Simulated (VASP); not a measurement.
Consider the following.

```
CuZn
1.0
    2.95000     0.00000     0.00000
    0.00000     2.95000     0.00000
    0.00000     0.00000     2.95000
Zn Cu
1 1
Cartesian
  1.47500   1.47500   1.47500
  0.00000   0.00000   0.00000
```

Calculation: PBEsol GGA, VASP's PBE PAW potentials (set 64) (plane waves; VASP). Run with 400 eV cut-off, 11×11×11 Γ-centred mesh, first-order Methfessel-Paxton smearing of 0.10 eV, potentials Zn Cu.

Energy and stress use the plane-wave basis of the starting cell.

The ions, cell shape and volume are relaxed. Give the cell that the relaxation ends in.

```
CuZn
1.0
    2.90691     0.00000     0.00000
    0.00000     2.90691     0.00000
    0.00000     0.00000     2.90691
Zn Cu
1 1
Direct
  0.50000   0.50000   0.50000
  0.00000   0.00000   0.00000
```
Space group Pm-3m (221), at a tolerance of 0.03 Å.

How do energy and volume change from the first to the last step?

The energy (σ→0) changes by -10.1 meV/atom and the volume by -4.3 %, in 3 ionic steps.

The compound is CuZn in the CsCl type structure. This run relaxes it. Symmetry was kept, so distortions that lower it aren't found. The electron count is odd and the run is not spin-polarised, which forces a metal.
